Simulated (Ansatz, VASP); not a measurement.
# SiC (Moissanite): VASP beside Ansatz, part 2 of 3

One calculation is typed for both programs; each brings its own data sets. How far apart do they land? The cell is taken from a series of runs on this material, whose earlier steps may have relaxed, scaled, displaced or heated it; both programs get it as it stands.

VASP 6.6.1 and Ansatz 0.2.0.

So far: Set-up; Ansatz: zone-centre phonons, LDA.

## (3) VASP: zone-centre phonons, LDA

Level of this step: LDA; plane waves and PAW (Si, C) (VASP).

The same cell, functional (in two slightly different forms) and mesh now go to VASP, with its own data sets.

Lines of VASP's logs that name or quote its potential files are left out, and so is its time.

The input, INCAR:

```
SYSTEM = SiC
PREC = Accurate
ENCUT = 600
EDIFF = 1E-08
NELM = 120
ISMEAR = 0
SIGMA = 0.01
LREAL = .FALSE.
ALGO = Normal
GGA = PW92
NBANDS = 14
LORBIT = 11
LWAVE = .FALSE.
LCHARG = .FALSE.
ISIF = 2
IBRION = 8
LEPSILON = .TRUE.
LASPH = .TRUE.
GGA_COMPAT = .FALSE.
EFERMI = MIDGAP
KPAR = 2
```

The input, POSCAR:

```
SiC
1.0
    3.0564521919      0.0000000000      0.0000000000
   -1.5282260959      2.6469652437      0.0000000000
    0.0000000000      0.0000000000      5.0158810915
Si C
2 2
Direct
    0.3333333334      0.6666666668      0.0045896652
    0.6666666668      0.3333333334      0.5045896652
    0.3333333334      0.6666666668      0.3804103348
    0.6666666668      0.3333333334      0.8804103348
```

The input, KPOINTS:

```
Automatic mesh
0
Gamma
10 10 6
0 0 0
```

Potentials, in the order of the species: Si and C (LDA family, release 64).

On the command line:

```bash
> mpirun -np 2 vasp_std
```

Output:

```text
[banner, memory and clock lines left out]
running    2 mpi-ranks, on    1 nodes
 distrk:  each k-point on    1 cores,    2 groups
 distr:  one band on    1 cores,    1 groups

 POSCAR found type information on POSCAR SiC
 POSCAR found :  2 types and       4 ions
|                                                                             |
|               ----> ADVICE to this user running VASP <----                  |
|                                                                             |
|     You enforced a specific xc type in the INCAR file but a different       |
|     [... a line on the potential file left out ...]
|     I HOPE YOU KNOW WHAT YOU ARE DOING!                                     |
|                                                                             |

 LDA part: xc-table for (Slater(with rela. corr.)+PW92), standard interpolation
 POSCAR, INCAR and KPOINTS ok, starting setup
 FFT: planning ... GRIDC
 FFT: planning ... GRID_SOFT
 FFT: planning ... GRID
 WAVECAR not read
 entering main loop
       N       E                     dE             d eps       ncg     rms          rms(c)
DAV:   1     0.301574710854E+02    0.30157E+02   -0.78864E+03  1568   0.114E+03
DAV:   2    -0.344199155668E+02   -0.64577E+02   -0.58593E+02  2184   0.180E+02
DAV:   3    -0.374903512463E+02   -0.30704E+01   -0.30534E+01  2156   0.370E+01
DAV:   4    -0.375207611681E+02   -0.30410E-01   -0.30402E-01  1784   0.450E+00
DAV:   5    -0.375211666824E+02   -0.40551E-03   -0.40547E-03  2144   0.485E-01    0.131E+01
DAV:   6    -0.334703723139E+02    0.40508E+01   -0.95129E+00  2024   0.189E+01    0.608E+00
DAV:   7    -0.333457830219E+02    0.12459E+00   -0.11885E+00  2168   0.677E+00    0.245E+00
DAV:   8    -0.333068521895E+02    0.38931E-01   -0.66509E-02  1808   0.166E+00    0.724E-01
DAV:   9    -0.333013580560E+02    0.54941E-02   -0.91059E-03  1964   0.670E-01    0.118E-01
DAV:  10    -0.333014091735E+02   -0.51118E-04   -0.51267E-04  1952   0.160E-01    0.626E-02
DAV:  11    -0.333014131241E+02   -0.39506E-05   -0.15625E-05  2024   0.333E-02    0.189E-02
DAV:  12    -0.333014119470E+02    0.11772E-05   -0.29021E-06  1934   0.107E-02    0.655E-03
DAV:  13    -0.333014116003E+02    0.34665E-06   -0.12848E-06  2066   0.671E-03    0.138E-03
DAV:  14    -0.333014116057E+02   -0.54399E-08   -0.56247E-08  1910   0.187E-03
   1 F= -.33301412E+02 E0= -.33301412E+02  d E =0.000000E+00
 Linear response reoptimize wavefunctions to high precision
DAV:   1    -0.333014116063E+02   -0.55365E-09   -0.57294E-10  1600   0.210E-04
DAV:   2    -0.333014116063E+02    0.65938E-11   -0.59467E-11  1024   0.672E-05
 Linear response G [H, r] |phi>, progress :
  Direction:   1
       N       E                     dE             d eps       ncg     rms
RMM:   1    -0.695593863889E+02   -0.69559E+02    0.53126E+01  4095   0.634E+01
RMM:   2    -0.516629197571E+02    0.17896E+02   -0.75332E+00  2667   0.182E+01
RMM:   3    -0.516310207064E+02    0.31899E-01   -0.38316E-01  2848   0.225E+00
RMM:   4    -0.516080754577E+02    0.22945E-01   -0.42794E-02  3073   0.361E-01
RMM:   5    -0.516047758077E+02    0.32996E-02   -0.63445E-03  3039   0.689E-02
RMM:   6    -0.516042445364E+02    0.53127E-03   -0.85192E-04  3149   0.149E-02
RMM:   7    -0.516041739102E+02    0.70626E-04   -0.24286E-04  3096   0.362E-03
RMM:   8    -0.516041656734E+02    0.82367E-05   -0.43883E-06  3108   0.108E-03
RMM:   9    -0.516041639414E+02    0.17320E-05   -0.78506E-06  2630   0.468E-04
RMM:  10    -0.516041637288E+02    0.21265E-06   -0.59957E-06  2197   0.309E-04
RMM:  11    -0.516041637924E+02   -0.63571E-07    0.13029E-06  2052   0.272E-04
RMM:  12    -0.516041637883E+02    0.40823E-08   -0.77042E-06  1997   0.262E-04
RMM:  13    -0.516041636705E+02    0.11775E-06   -0.37238E-06  1795   0.257E-04
RMM:  14    -0.516041637967E+02   -0.12615E-06   -0.13746E-06  1591   0.257E-04
 Linear response G [H, r] |phi>, progress :
  Direction:   2
       N       E                     dE             d eps       ncg     rms
RMM:   1    -0.811507948354E+02   -0.81151E+02   -0.12285E+02  3980   0.604E+01
RMM:   2    -0.646912868275E+02    0.16460E+02   -0.49158E+00  2643   0.163E+01
RMM:   3    -0.647342873172E+02   -0.43000E-01   -0.40191E-02  2813   0.188E+00
RMM:   4    -0.647370031199E+02   -0.27158E-02    0.48124E-03  2976   0.277E-01
RMM:   5    -0.647375732584E+02   -0.57014E-03    0.89554E-04  2989   0.472E-02
RMM:   6    -0.647376544993E+02   -0.81241E-04    0.14177E-04  3057   0.902E-03
RMM:   7    -0.647376678114E+02   -0.13312E-04   -0.19137E-05  3030   0.191E-03
RMM:   8    -0.647376694276E+02   -0.16162E-05   -0.89156E-05  2988   0.559E-04
RMM:   9    -0.647376693886E+02    0.39035E-07   -0.12950E-05  2476   0.289E-04
RMM:  10    -0.647376694371E+02   -0.48509E-07   -0.17804E-05  2104   0.236E-04
[...]
RMM:   6    -0.736630462304E+00   -0.75659E-08    0.10196E-08  2167   0.235E-04
 change of polarisation eV/A/(eV/A) component  3 :    -0.181    -0.106     1.473
 dielectric tensor                  component  3 :    -0.808    -0.471     7.570
 Linear response to external field, progress :
  Direction:   1
       N       E                     dE             d eps       ncg     rms          rms(c)
RMM:   1    -0.683049101812E+00   -0.68305E+00   -0.27128E+00 10094   0.364E+00
[...]
RMM:   5    -0.739474594824E+00   -0.33046E-02   -0.41851E-04  2722   0.140E-01    0.162E-02
RMM:   6    -0.739832757530E+00   -0.35816E-03   -0.70401E-06  2879   0.172E-02    0.634E-03
RMM:   7    -0.739886061330E+00   -0.53304E-04   -0.21988E-07  2862   0.315E-03    0.194E-03
RMM:   8    -0.739930542708E+00   -0.44481E-04   -0.55555E-08  2948   0.151E-03    0.160E-04
RMM:   9    -0.739931408622E+00   -0.86591E-06   -0.18462E-10  2800   0.198E-04    0.604E-05
RMM:  10    -0.739931404717E+00    0.39051E-08   -0.18623E-09  2044   0.591E-05    0.781E-06
 change of polarisation eV/A/(eV/A) component  3 :    -0.180    -0.105     1.402
 dielectric tensor                  component  3 :    -0.801    -0.469     7.251
 Linear response DOF=           4
 Linear response progress:
  Degree of freedom:   1/  4
       N       E                     dE             d eps       ncg     rms          rms(c)
RMM:   1    -0.178592609285E-01   -0.17859E-01   -0.49340E-04 20789   0.967E-01
RMM:   2    -0.151440620954E-01    0.27152E-02   -0.96513E-04 14043   0.242E-01    0.135E-01
RMM:   3    -0.150472047305E-01    0.96857E-04   -0.65990E-06 14655   0.626E-02    0.769E-02
RMM:   4    -0.151182027742E-01   -0.70998E-04   -0.13418E-05 14109   0.571E-02    0.933E-03
RMM:   5    -0.151074669148E-01    0.10736E-04   -0.94228E-06 15143   0.110E-02    0.166E-03
RMM:   6    -0.151071576023E-01    0.30931E-06    0.61924E-08 15732   0.134E-03    0.839E-04
RMM:   7    -0.151059902823E-01    0.11673E-05   -0.31827E-07 15839   0.379E-04    0.569E-05
RMM:   8    -0.151059841419E-01    0.61404E-08    0.14074E-07 15903   0.773E-05    0.232E-05
RMM:   9    -0.151060120424E-01   -0.27901E-07    0.57342E-08 16136   0.277E-05    0.322E-06
RMM:  10    -0.151060107717E-01    0.12706E-08    0.42755E-08 16123   0.904E-06    0.121E-06
 first order change of Fermi-energy  -0.85177E+00
 force on displaced ion       1 direction 1 : -20.485  -0.001   0.000
 Born effective charge ion    1 direction 1 :   2.676  -0.000   0.000
 Linear response progress:
  Degree of freedom:   2/  4
       N       E                     dE             d eps       ncg     rms          rms(c)
RMM:   1    -0.335354176640E-01   -0.33535E-01    0.68625E-02  5253   0.147E+00
RMM:   2    -0.283509336374E-01    0.51845E-02   -0.29006E-03  3321   0.395E-01    0.160E-01
RMM:   3    -0.278337017771E-01    0.51723E-03   -0.56241E-04  3444   0.132E-01    0.838E-02
RMM:   4    -0.276922888236E-01    0.14141E-03   -0.36393E-04  3572   0.687E-02    0.319E-02
RMM:   5    -0.276736156193E-01    0.18673E-04   -0.24698E-04  3624   0.265E-02    0.567E-03
RMM:   6    -0.276583528136E-01    0.15263E-04   -0.17049E-05  3530   0.716E-03    0.170E-03
RMM:   7    -0.276567211515E-01    0.16317E-05   -0.43141E-06  3700   0.189E-03    0.504E-04
RMM:   8    -0.276570797744E-01   -0.35862E-06   -0.11720E-06  3707   0.640E-04    0.196E-04
RMM:   9    -0.276569738659E-01    0.10591E-06    0.50104E-07  3734   0.258E-04    0.353E-05
RMM:  10    -0.276569922276E-01   -0.18362E-07    0.76111E-07  3748   0.687E-05    0.148E-05
RMM:  11    -0.276570528318E-01   -0.60604E-07    0.25554E-07  3807   0.196E-05    0.401E-06
RMM:  12    -0.276570679516E-01   -0.15120E-07    0.10675E-07  3699   0.690E-06    0.105E-06
RMM:  13    -0.276570717218E-01   -0.37702E-08    0.59052E-08  3243   0.318E-06    0.455E-07
 first order change of Fermi-energy  -0.41283E+00
 force on displaced ion       1 direction 3 :  -0.000  -0.000 -27.703
 Born effective charge ion    1 direction 3 :   0.000   0.000   2.876
 Linear response progress:
  Degree of freedom:   3/  4
       N       E                     dE             d eps       ncg     rms          rms(c)
RMM:   1    -0.128009675996E+00   -0.12801E+00    0.58895E-02 18385   0.208E+00
RMM:   2    -0.124589384074E+00    0.34203E-02   -0.38111E-03 13817   0.436E-01    0.214E-01
RMM:   3    -0.124533835957E+00    0.55548E-04   -0.11676E-03 13528   0.201E-01    0.106E-01
RMM:   4    -0.125615771939E+00   -0.10819E-02   -0.10178E-03 13764   0.171E-01    0.192E-02
RMM:   5    -0.125535926520E+00    0.79845E-04   -0.14189E-05 15003   0.279E-02    0.314E-03
RMM:   6    -0.125574250563E+00   -0.38324E-04   -0.13579E-06 15691   0.554E-03    0.918E-04
RMM:   7    -0.125568917386E+00    0.53332E-05    0.20493E-07 15930   0.110E-03    0.271E-04
RMM:   8    -0.125570179112E+00   -0.12617E-05   -0.73187E-07 15841   0.289E-04    0.464E-05
RMM:   9    -0.125570039457E+00    0.13966E-06   -0.37834E-07 16039   0.865E-05    0.907E-06
RMM:  10    -0.125570200626E+00   -0.16117E-06   -0.11497E-07 16071   0.339E-05    0.528E-06
RMM:  11    -0.125570137089E+00    0.63537E-07   -0.93967E-08 15680   0.160E-05    0.625E-07
RMM:  12    -0.125570148168E+00   -0.11079E-07   -0.48444E-08 14910   0.775E-06    0.371E-07
RMM:  13    -0.125570142791E+00    0.53770E-08   -0.38437E-08 11441   0.560E-06    0.659E-08
 first order change of Fermi-energy  -0.45167E+00
 force on displaced ion       3 direction 1 : -19.893   0.000  -0.000
 Born effective charge ion    3 direction 1 :  -2.681  -0.000  -0.000
 Linear response progress:
  Degree of freedom:   4/  4
       N       E                     dE             d eps       ncg     rms          rms(c)
RMM:   1    -0.140075041095E+00   -0.14008E+00    0.86791E-02  4333   0.216E+00
RMM:   2    -0.135138000480E+00    0.49370E-02   -0.23270E-03  3324   0.459E-01    0.228E-01
RMM:   3    -0.134634665402E+00    0.50334E-03   -0.24104E-03  3422   0.246E-01    0.112E-01
RMM:   4    -0.135242173270E+00   -0.60751E-03   -0.54003E-04  3445   0.121E-01    0.396E-02
RMM:   5    -0.135441024036E+00   -0.19885E-03   -0.22844E-05  3425   0.350E-02    0.891E-03
RMM:   6    -0.135465184762E+00   -0.24161E-04    0.12683E-06  3677   0.676E-03    0.236E-03
RMM:   7    -0.135444913252E+00    0.20272E-04    0.20400E-06  3464   0.296E-03    0.606E-04
RMM:   8    -0.135449202428E+00   -0.42892E-05   -0.63041E-07  3745   0.840E-04    0.175E-04
RMM:   9    -0.135449001651E+00    0.20078E-06   -0.11313E-07  3805   0.207E-04    0.465E-05
RMM:  10    -0.135448847828E+00    0.15382E-06   -0.21605E-07  3684   0.768E-05    0.139E-05
RMM:  11    -0.135448895514E+00   -0.47686E-07   -0.18659E-07  3869   0.305E-05    0.414E-06
RMM:  12    -0.135448888708E+00    0.68058E-08   -0.94136E-09  3758   0.117E-05    0.150E-06
 first order change of Fermi-energy   0.41282E+00
 force on displaced ion       3 direction 3 :   0.000   0.000 -24.846
 Born effective charge ion    3 direction 3 :   0.000  -0.000  -2.876
 Born effective charges drift removed
 Linear response finished
```

(Part 2 of 3 ends here.)

[Lines on the potential files, build, host, timing and source positions are cut from VASP's logs without a mark.]

[Logs are printed without paths, hosts, clocks, repeated set-up lines and the standing remarks that a program may print on its own settings, such as how far it seeks lower states.]

[Hosts, paths, dates, database ids (printed as entryN), source tags and the programs' standing remarks are cut or masked in the printed files.]
